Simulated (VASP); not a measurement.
Output of a VASP run:

### OSZICAR
```
       N       E                     dE             d eps       ncg     rms          rms(c)
DAV:   1     0.595899571233E+02    0.59590E+02   -0.47413E+03  2176   0.986E+02
DAV:   2    -0.600389855917E+01   -0.65594E+02   -0.65194E+02  2261   0.318E+02
DAV:   3    -0.727790799193E+01   -0.12740E+01   -0.12440E+01  3153   0.508E+01
DAV:   4    -0.729513130173E+01   -0.17223E-01   -0.17082E-01  3265   0.469E+00
DAV:   5    -0.729521661246E+01   -0.85311E-04   -0.85149E-04  3445   0.313E-01    0.577E+00
DAV:   6    -0.664573897754E+01    0.64948E+00   -0.14783E+00  3269   0.187E+01    0.171E+00
DAV:   7    -0.656362363546E+01    0.82115E-01   -0.33616E-01  3306   0.792E+00    0.559E-01
DAV:   8    -0.655902651330E+01    0.45971E-02   -0.18483E-02  2807   0.241E+00    0.195E-01
DAV:   9    -0.655810343677E+01    0.92308E-03   -0.51930E-03  3323   0.102E+00    0.381E-02
DAV:  10    -0.655808840457E+01    0.15032E-04   -0.14970E-04  3377   0.165E-01    0.489E-03
DAV:  11    -0.655808764692E+01    0.75765E-06   -0.21171E-06  3495   0.238E-02    0.960E-04
DAV:  12    -0.655808764092E+01    0.59963E-08   -0.65558E-08  1597   0.409E-03
   1 F= -.65580876E+01 E0= -.65580876E+01  d E =0.000000E+00
```

File OUTCAR:
```
------------------------ aborting loop because EDIFF is reached ----------------------------------------
  FORCE on cell =-STRESS in cart. coord.  units (eV):
  Direction    XX          YY          ZZ          XY          YZ          ZX
  --------------------------------------------------------------------------------------
  Total       -0.0205652     -0.0205652     -0.0205652     -0.0000000      0.0000000     -0.0000000
  in kB       -1.3964111     -1.3964111     -1.3964111     -0.0000000      0.0000000     -0.0000000
  external PRESSURE =      -1.3964111 kB  Pullay stress =       0.0000000 kB
  volume of cell :       23.60
      direct lattice vectors                 reciprocal lattice vectors
     0.000000000  2.276495223  2.276495223    -0.219635866  0.219635866  0.219635866
     2.276495223  0.000000000  2.276495223     0.219635866 -0.219635866  0.219635866
     2.276495223  2.276495223  0.000000000     0.219635866  0.219635866 -0.219635866
 POSITION                                       TOTAL-FORCE (eV/Angst)
 -----------------------------------------------------------------------------------
      0.00000      0.00000      0.00000        -0.000000     -0.000000     -0.000000
 -----------------------------------------------------------------------------------
    total drift:                                0.000000      0.000000      0.000000
  FREE ENERGIE OF THE ION-ELECTRON SYSTEM (eV)
  ---------------------------------------------------
  free  energy   TOTEN  =        -6.5580876409 eV

  energy  without entropy=       -6.5580876409  energy(sigma->0) =       -6.55808764

 total charge

# of ion       s       p       d       tot
------------------------------------------
    1        2.287   6.101   1.051   9.439
```
(Selected blocks of OUTCAR.)

POSCAR:
```
Sc
1
    0.0000000000     2.2764952228     2.2764952228
    2.2764952228     0.0000000000     2.2764952228
    2.2764952228     2.2764952228     0.0000000000
Sc
1
Direct
  0.0000000000   0.0000000000   0.0000000000
```

Reconstruct the remaining input files.

One answer among several that fit: the input of the run itself, PBEsol GGA, plane waves, VASP's PBE PAW potentials (set 64).

File KPOINTS:
```
Automatic mesh
0
gamma
 15 15 15
0 0 0
```

**INCAR**
```
# general
SYSTEM  = Sc
PREC    = Accurate
ENCUT   = 400
LREAL   = .FALSE.
LASPH   = .TRUE.

# electronic loop
EDIFF   = 1E-7
NELM    = 100
ALGO    = Normal
LMAXMIX = 4

# smearing
ISMEAR  = -5

# functional
GGA     = PS

# ions
ISIF    = 2

# output
LWAVE   = .FALSE.
LCHARG  = .TRUE.
LORBIT  = 11
NEDOS   = 601
```

POTCAR, in this order: Sc_sv (PBE.64 set). Program: vasp_std.

For a metal the tetrahedron method with Blöchl corrections gives inexact stress and forces.

The structure was generated: Sc was put into the fcc type (Fm-3m), which need not be its known phase. It was relaxed first, which changed the volume by -6 %.
